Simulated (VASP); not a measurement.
# OH on Ni(111): which site?, part 2 of 8

Which site of Ni(111) does OH prefer, and what does it do to the work function?

VASP 6.6.1, plane waves and PAW; the level of theory is named at each step.

So far. Step 3 (The bulk reference, job self-consistent run, k-mesh …): The run ends at a pressure of -0.35 GPa.

## (4) Relaxing the slab

This step: PBE, spin-polarised from a ferromagnetic start; plane waves and PAW (Ni) (VASP 6.6.1).

System of this step: Ni(111). The cell holds 12 atoms: 12 Ni. Cell: a = 4.975 Å, b = 4.975 Å, c = 19.062 Å, α = 90.0°, β = 90.0°, γ = 60.0°. It derives from Ni. 3 layers of fcc Ni, cut at this functional's lattice. Vacuum lies along c.

The free atoms relax, while those held by selective dynamics keep their cut positions.

The input, INCAR:

```
SYSTEM = Ni
PREC = Normal
ENCUT = 440
EDIFF = 1E-05
NELM = 120
ISMEAR = 1
SIGMA = 0.15
LREAL = .FALSE.
ALGO = Fast
GGA = PE
NBANDS = 87
ISPIN = 2
MAGMOM = 1 1 1 1 1 1 1 1 1 1 1 1
LASPH = .TRUE.
LMAXMIX = 4
LORBIT = 11
LWAVE = .FALSE.
LCHARG = .FALSE.
KPAR = 4
IBRION = 2
NSW = 40
ISIF = 2
EDIFFG = -0.03
POTIM = 0.4
MAXMIX = 40
IDIPOL = 3
LDIPOL = .TRUE.
DIPOL = 0.5 0.5 0.5
```

The input, POSCAR:

```
Ni
1.0
    4.9754855063      0.0000000000      0.0000000000
    2.4877427531      4.3088968446      0.0000000000
    0.0000000000      0.0000000000     19.0624669043
Ni
12
Selective dynamics
Direct
    0.1666666700      0.1666666700      0.3934433100  F F F
    0.6666666700      0.1666666700      0.3934433100  F F F
    0.1666666700      0.6666666700      0.3934433100  F F F
    0.6666666700      0.6666666700      0.3934433100  F F F
    0.8333333300      0.3333333300      0.5000000000  T T T
    0.3333333300      0.3333333300      0.5000000000  T T T
    0.8333333300      0.8333333300      0.5000000000  T T T
    0.3333333300      0.8333333300      0.5000000000  T T T
    0.0000000000      0.0000000000      0.6065566900  T T T
    0.5000000000      0.0000000000      0.6065566900  T T T
    0.0000000000      0.5000000000      0.6065566900  T T T
    0.5000000000      0.5000000000      0.6065566900  T T T
```

The input, KPOINTS:

```
Automatic mesh
0
Gamma
6 6 1
0 0 0
```

The projector-augmented-wave data sets are Ni (PBE family, release 64).

Command:

```bash
$ mpirun -np 4 vasp_std
```

What it wrote:

```text
[banner, memory and clock lines left out]
running    4 mpi-ranks, on    1 nodes
 distrk:  each k-point on    1 cores,    4 groups
 distr:  one band on    1 cores,    1 groups

 POSCAR found type information on POSCAR Ni
 POSCAR found :  1 types and      12 ions
 LDA part: xc-table for (Slater+PW92), standard interpolation
 POSCAR, INCAR and KPOINTS ok, starting setup
 FFT: planning ... GRIDC
 FFT: planning ... GRID_SOFT
 FFT: planning ... GRID
 WAVECAR not read
 entering main loop
       N       E                     dE             d eps       ncg     rms          rms(c)
DAV:   1     0.832457081954E+03    0.83246E+03   -0.47298E+04  2436   0.129E+03
DAV:   2     0.547000567403E+00   -0.83191E+03   -0.78478E+03  2436   0.306E+02
DAV:   3    -0.697407147929E+02   -0.70288E+02   -0.63679E+02  2641   0.123E+02
DAV:   4    -0.714396022742E+02   -0.16989E+01   -0.16899E+01  2659   0.222E+01
DAV:   5    -0.714810239484E+02   -0.41422E-01   -0.41420E-01  3576   0.205E+00    0.324E+01
RMM:   6    -0.729098515584E+02   -0.14288E+01   -0.11778E+02  2441   0.672E+01    0.475E+01
RMM:   7    -0.726618694751E+02    0.24798E+00   -0.37291E+01  2452   0.338E+01    0.401E+01
RMM:   8    -0.597298236825E+02    0.12932E+02   -0.98259E+00  2453   0.186E+01    0.514E+00
RMM:   9    -0.592119066804E+02    0.51792E+00   -0.11190E+00  2465   0.485E+00    0.339E+00
RMM:  10    -0.595231010192E+02   -0.31119E+00   -0.26870E-01  2473   0.271E+00    0.101E+01
RMM:  11    -0.593344021882E+02    0.18870E+00   -0.95194E-02  2495   0.162E+00    0.388E+00
RMM:  12    -0.594360432825E+02   -0.10164E+00   -0.48883E-02  2470   0.110E+00    0.998E-01
RMM:  13    -0.596490645721E+02   -0.21302E+00   -0.32353E-02  2480   0.620E-01    0.727E-01
RMM:  14    -0.600047197847E+02   -0.35566E+00   -0.46303E-02  2541   0.501E-01    0.574E-01
RMM:  15    -0.603270026856E+02   -0.32228E+00   -0.63494E-02  2585   0.584E-01    0.406E-01
RMM:  16    -0.604292151776E+02   -0.10221E+00   -0.23007E-02  2507   0.319E-01    0.223E-01
RMM:  17    -0.604702382276E+02   -0.41023E-01   -0.11467E-02  2497   0.226E-01    0.194E-01
RMM:  18    -0.604760601406E+02   -0.58219E-02   -0.18128E-03  2498   0.123E-01    0.107E-01
RMM:  19    -0.604798968209E+02   -0.38367E-02   -0.62397E-04  2471   0.732E-02    0.819E-02
RMM:  20    -0.604837544748E+02   -0.38577E-02   -0.27908E-04  2426   0.561E-02    0.604E-02
RMM:  21    -0.604866292846E+02   -0.28748E-02   -0.17565E-04  2196   0.368E-02    0.321E-02
RMM:  22    -0.604890183491E+02   -0.23891E-02   -0.12807E-04  2014   0.289E-02    0.384E-02
RMM:  23    -0.604903219077E+02   -0.13036E-02   -0.56351E-05  1783   0.208E-02    0.105E-02
RMM:  24    -0.604910428781E+02   -0.72097E-03   -0.33740E-05  1655   0.124E-02    0.135E-02
RMM:  25    -0.604914181811E+02   -0.37530E-03   -0.23924E-05  1609   0.103E-02    0.389E-03
RMM:  26    -0.604915381530E+02   -0.11997E-03   -0.10559E-05  1501   0.783E-03    0.843E-03
RMM:  27    -0.604915787103E+02   -0.40557E-04   -0.35581E-06  1398   0.533E-03    0.631E-03
RMM:  28    -0.604915951308E+02   -0.16421E-04   -0.12038E-06  1120   0.327E-03    0.105E-03
RMM:  29    -0.604916013686E+02   -0.62378E-05   -0.40423E-07   949   0.261E-03
   1 F= -.60491601E+02 E0= -.60496089E+02  d E =-.604916E+02  mag=     8.7842
 curvature:   0.00 expect dE= 0.000E+00 dE for cont linesearch  0.000E+00
 trial: gam= 0.00000 g(F)=  0.683E-02 g(S)=  0.000E+00 ort = 0.000E+00 (trialstep = 0.100E+01)
 search vector abs. value=  0.683E-02
 bond charge predicted
       N       E                     dE             d eps       ncg     rms          rms(c)
DAV:   1    -0.604964345292E+02   -0.48394E-02   -0.11672E+00  2542   0.338E+00    0.374E-01
RMM:   2    -0.604969223563E+02   -0.48783E-03   -0.95769E-03  2448   0.592E-01    0.210E-01
RMM:   3    -0.604976850060E+02   -0.76265E-03   -0.20942E-03  2471   0.230E-01    0.125E-01
RMM:   4    -0.604976177030E+02    0.67303E-04   -0.37682E-04  2447   0.113E-01    0.663E-02
RMM:   5    -0.604975658077E+02    0.51895E-04   -0.12840E-04  2397   0.612E-02    0.642E-02
RMM:   6    -0.604976513322E+02   -0.85524E-04   -0.40676E-05  1953   0.329E-02    0.115E-02
RMM:   7    -0.604976658371E+02   -0.14505E-04   -0.11968E-05  1466   0.170E-02    0.567E-03
RMM:   8    -0.604976985129E+02   -0.32676E-04   -0.37101E-06  1449   0.110E-02    0.103E-02
RMM:   9    -0.604977225470E+02   -0.24034E-04   -0.16000E-06  1432   0.701E-03    0.435E-03
RMM:  10    -0.604977399998E+02   -0.17453E-04   -0.52747E-07  1238   0.360E-03    0.166E-03
RMM:  11    -0.604977518041E+02   -0.11804E-04   -0.28393E-07  1110   0.291E-03    0.162E-03
RMM:  12    -0.604977574863E+02   -0.56822E-05   -0.29466E-08   473   0.178E-03
   2 F= -.60497757E+02 E0= -.60502598E+02  d E =-.615612E-02  mag=     8.7860
[...]
3 F= -.60508059E+02 E0= -.60513963E+02  d E =-.164575E-01  mag=     8.7915
[...]
4 F= -.60508704E+02 E0= -.60514929E+02  d E =-.171023E-01  mag=     8.7932
[...]
5 F= -.60514026E+02 E0= -.60520609E+02  d E =-.532261E-02  mag=     8.7939
 ZBRENT: can't locate minimum, use default step
 trial-energy change:   -0.005323  1 .order   -0.005627   -0.006311   -0.004944
 step:   4.2795(harm=  4.9404)  dis= 0.00000  next Energy=   -60.523274 (dE=-0.146E-01)
 bond charge predicted
       N       E                     dE             d eps       ncg     rms          rms(c)
DAV:   1    -0.605001510925E+02    0.13884E-01   -0.19560E+01  2492   0.141E+01    0.166E+00
RMM:   2    -0.605163094507E+02   -0.16158E-01   -0.15680E-01  2451   0.256E+00    0.337E-01
RMM:   3    -0.605197859737E+02   -0.34765E-02   -0.34484E-02  2474   0.942E-01    0.180E-01
RMM:   4    -0.605209205776E+02   -0.11346E-02   -0.59911E-03  2641   0.397E-01    0.139E-01
RMM:   5    -0.605213982355E+02   -0.47766E-03   -0.19854E-03  2891   0.178E-01    0.126E-01
RMM:   6    -0.605214351232E+02   -0.36888E-04   -0.11770E-04  1971   0.369E-02    0.114E-01
RMM:   7    -0.605218312468E+02   -0.39612E-03   -0.25911E-05  1715   0.207E-02    0.107E-01
RMM:   8    -0.605230087351E+02   -0.11775E-02   -0.12980E-04  2394   0.438E-02    0.744E-02
RMM:   9    -0.605231787714E+02   -0.17004E-03   -0.19420E-05  1575   0.164E-02    0.527E-02
RMM:  10    -0.605232774608E+02   -0.98689E-04   -0.81220E-06  1467   0.139E-02    0.192E-02
RMM:  11    -0.605234144455E+02   -0.13698E-03   -0.76192E-06  1479   0.102E-02    0.119E-02
RMM:  12    -0.605235193071E+02   -0.10486E-03   -0.30313E-06  1476   0.646E-03    0.912E-03
RMM:  13    -0.605235924279E+02   -0.73121E-04   -0.19271E-06  1454   0.445E-03    0.977E-03
RMM:  14    -0.605236400551E+02   -0.47627E-04   -0.11396E-06  1282   0.315E-03    0.635E-03
RMM:  15    -0.605236449064E+02   -0.48513E-05   -0.86165E-08   664   0.197E-03
   6 F= -.60523645E+02 E0= -.60531130E+02  d E =-.149413E-01  mag=     8.7988
 curvature:  -4.63 expect dE=-0.450E-03 dE for cont linesearch -0.219E-03
 trial: gam=-0.11076 g(F)=  0.972E-04 g(S)=  0.000E+00 ort = 0.733E-03 (trialstep = 0.171E+01)
 search vector abs. value=  0.744E-04
 reached required accuracy - stopping structural energy minimisation
```

Elapsed: 8.5 min, on 4 MPI ranks of Intel Xeon Platinum 8488C (Sapphire Rapids), shared host; peak memory 2.1 GiB; 34 min of CPU time.

Parts of OUTCAR (step 4):

```text
  LATTYP: Found a hexagonal cell.
 ALAT       =     4.9754855063
 C/A-ratio  =     3.8312777477

 Subroutine GETGRP returns: Found 12 space group operations
 (whereof  6 operations were pure point group operations)

The static configuration has the point symmetry C_3v.
 The point group associated with its full space group is D_3d.

 Found      7 irreducible k-points:

   k-points           NKPTS =      7   k-points in BZ     NKDIM =      7   number of bands    NBANDS=     87

   dimension x,y,z NGX =    28 NGY =   28 NGZ =   98
   dimension x,y,z NGXF=    56 NGYF=   56 NGZF=  196

   ENCUT  =  440.0 eV  32.34 Ry    5.69 a.u.   8.51  8.51 32.60*2*pi/ulx,y,z

   NELECT =     120.0000    total number of electrons

 dipolmoment           0.000000      0.000000      0.000012 electrons x Angstroem

 E-fermi :  -0.2919

 spin component 1
 k-point     1 :       0.0000    0.0000    0.0000
  band No.  band energies     occupation
    ...
     59      -0.7647      1.00004
     60      -0.7647      1.00004
     61      -0.7548      1.00006
     62      -0.7548      1.00006
     63      -0.7548      1.00006
     64       0.0483     -0.00306
     65       0.5382     -0.00000
     66       0.5382     -0.00000
     67       0.5382     -0.00000
     68       1.9199     -0.00000
    ...

 k-point     2 :       0.1667   -0.0000    0.0000
  band No.  band energies     occupation
    ...
     60      -0.8812      1.00000
     61      -0.8794      1.00000
     62      -0.8516      1.00000
     63      -0.7027      1.00037
     64      -0.5390      1.02090
     65       0.5703     -0.00000
     66       0.6814     -0.00000
     67       0.6814     -0.00000
     68       0.7214     -0.00000
     69       1.7610     -0.00000
    ...

 k-point     3 :       0.3333   -0.0000    0.0000
  band No.  band energies     occupation
    ...
     60      -1.0006      1.00000
     61      -0.9700      1.00000
     62      -0.9428      1.00000
     63      -0.9428      1.00000
     64      -0.7265      1.00016
     65       0.0342     -0.00438
     66       0.7994     -0.00000
     67       0.7994     -0.00000
     68       1.8974     -0.00000
     69       1.8974     -0.00000
    ...

 k-point     4 :       0.5000   -0.0000    0.0000
  band No.  band energies     occupation
    ...
     60      -1.1009      1.00000
     61      -0.9920      1.00000
     62      -0.9920      1.00000
     63      -0.9383      1.00000
     64      -0.9383      1.00000
     65       0.8426     -0.00000
     66       0.8426     -0.00000
     67       0.9374     -0.00000
     68       0.9374     -0.00000
     69       1.9681     -0.00000
    ...

  Total       -4.9987620     -4.9987620     -0.4292962      0.0000000      0.0000000      0.0000000
  in kB      -19.5971256    -19.5971256     -1.6830111      0.0000000      0.0000000      0.0000000
  external PRESSURE =     -13.6257541 kB  Pullay stress =       0.0000000 kB

  energy-cutoff  :      440.00
  volume of cell :      408.68
      direct lattice vectors                 reciprocal lattice vectors
     4.975485506  0.000000000  0.000000000     0.200985411 -0.116038981  0.000000000
     2.487742753  4.308896845  0.000000000     0.000000000  0.232077962  0.000000000
     0.000000000  0.000000000 19.062466904     0.000000000  0.000000000  0.052459107

 POSITION                                       TOTAL-FORCE (eV/Angst)
 -----------------------------------------------------------------------------------
      1.24387      0.71815      7.50000         0.000000      0.000000      0.023885
      3.73161      0.71815      7.50000         0.000000     -0.000000      0.023885
      2.48774      2.87260      7.50000         0.000000      0.000000      0.023885
      4.97549      2.87260      7.50000         0.000000      0.000000      0.023885
      4.97549      1.43630      9.49839        -0.000000      0.000000     -0.025070
      2.48774      1.43630      9.49839        -0.000000     -0.000000     -0.025070
      6.21936      3.59075      9.49839         0.000000      0.000000     -0.025070
      3.73161      3.59075      9.49839        -0.000000     -0.000000     -0.025070
      2.48774      4.30890     11.49197        -0.000000      0.000000      0.001185
      2.48774      0.00000     11.49197         0.000000      0.000000      0.001185
      6.21936      2.15445     11.49197         0.000000      0.000000      0.001185
      3.73161      2.15445     11.49197        -0.000000      0.000000      0.001185
 -----------------------------------------------------------------------------------
    total drift:                                0.000013      0.000007     -0.011472

  FREE ENERGIE OF THE ION-ELECTRON SYSTEM (eV)
  ---------------------------------------------------
  free  energy   TOTEN  =       -60.5236449064 eV

  energy  without entropy=      -60.5461006018  energy(sigma->0) =      -60.53113014

 vacuum level on the upper side and lower side of the slab         4.472         4.509

 total charge
# of ion       s       p       d       tot
------------------------------------------
    1        0.494   0.388   8.305   9.187
    2        0.494   0.388   8.305   9.187
    3        0.494   0.388   8.305   9.187
    4        0.494   0.388   8.305   9.187
    5        0.498   0.510   8.313   9.321
    6        0.498   0.510   8.313   9.321
    7        0.498   0.510   8.313   9.321
    8        0.498   0.510   8.313   9.321
    9        0.494   0.389   8.305   9.189
   10        0.494   0.389   8.305   9.189
   11        0.494   0.389   8.305   9.189
   12        0.494   0.389   8.305   9.189
--------------------------------------------------
tot          5.945   5.150  99.691 110.786

 magnetization (x)
# of ion       s       p       d       tot
------------------------------------------
    1       -0.002  -0.020   0.750   0.728
    2       -0.002  -0.020   0.750   0.728
    3       -0.002  -0.020   0.750   0.728
    4       -0.002  -0.020   0.750   0.728
    5       -0.005  -0.023   0.802   0.774
    6       -0.005  -0.023   0.802   0.774
    7       -0.005  -0.023   0.802   0.774
    8       -0.005  -0.023   0.802   0.774
    9       -0.002  -0.020   0.750   0.728
   10       -0.002  -0.020   0.750   0.728
   11       -0.002  -0.020   0.750   0.728
   12       -0.002  -0.020   0.750   0.728
--------------------------------------------------
tot         -0.039  -0.250   9.208   8.920

[... 1 part as in an earlier step ...]

[... 11 further parts left out ...]
```

The magnetic state follows from one typed start and may not be the lowest. The run keeps the 6 symmetry operations of its start, so it cannot find a distortion of lower symmetry.

Step by step:

```
step  energy less that of the first step (eV)  largest force (eV/Å)
   1                                   0.0000                0.2103
   2                                  -0.0062                0.1688
   3                                  -0.0165                0.1579
   4                                  -0.0171                0.1977
   5                                  -0.0224                0.1520
   6                                  -0.0320                0.0251
```

The atoms that moved most (Å):

```
atom     dx     dy      dz  length
 Ni9  0.000  0.000  -0.070   0.070
Ni10  0.000  0.000  -0.070   0.070
Ni11  0.000  0.000  -0.070   0.070
Ni12  0.000  0.000  -0.070   0.070
 Ni5  0.000  0.000  -0.033   0.033
 Ni6  0.000  0.000  -0.033   0.033
 Ni7  0.000  0.000  -0.033   0.033
 Ni8  0.000  0.000  -0.033   0.033
```

The relaxed structure:

```
Ni
1.0
     4.97549    0.00000    0.00000
     2.48774    4.30890    0.00000
     0.00000    0.00000   19.06247
Ni
12
Direct
  0.16667 0.16667 0.39344
  0.66667 0.16667 0.39344
  0.16667 0.66667 0.39344
  0.66667 0.66667 0.39344
  0.83333 0.33333 0.49828
  0.33333 0.33333 0.49828
  0.83333 0.83333 0.49828
  0.33333 0.83333 0.49828
  0.00000 0.00000 0.60286
  0.50000 0.00000 0.60286
  0.00000 0.50000 0.60286
  0.50000 0.50000 0.60286
```

This step gave:

```yaml
electronic_cycles: 75
electrons: 120
free_energy_toten: -60.5236 eV
energy_at_zero_smearing: -60.5311 eV
fermi_energy: -0.2919 eV
moment_of_the_cell_from_the_last_line_of_the_log: 8.799 μB
dipole_moment: 0, 0, 1.20e-5 e·Å
```

Spin moment in the PAW sphere by atom:

```
atom  spin moment in the PAW sphere (μB)
 Ni1                               0.728
 Ni2                               0.728
 Ni3                               0.728
 Ni4                               0.728
 Ni5                               0.774
 Ni6                               0.774
 Ni7                               0.774
 Ni8                               0.774
 Ni9                               0.728
Ni10                               0.728
Ni11                               0.728
Ni12                               0.728
```

The run ended after 6 ionic steps, 0.032 eV below its first step, once the forces on the free atoms met EDIFFG = -0.03.

(Continued in part 3 of 8.)

[Lines on the potential files, build, host, timing and source positions are cut from VASP's logs without a mark.]

[Logs are printed without paths, hosts, clocks, repeated set-up lines and the standing remarks that a program may print on its own settings, such as how far it seeks lower states.]

[Hosts, paths, dates, database ids (printed as entryN), source tags and the programs' standing remarks are cut or masked in the printed files.]

[Runs that stopped without an error message from VASP are left out.]
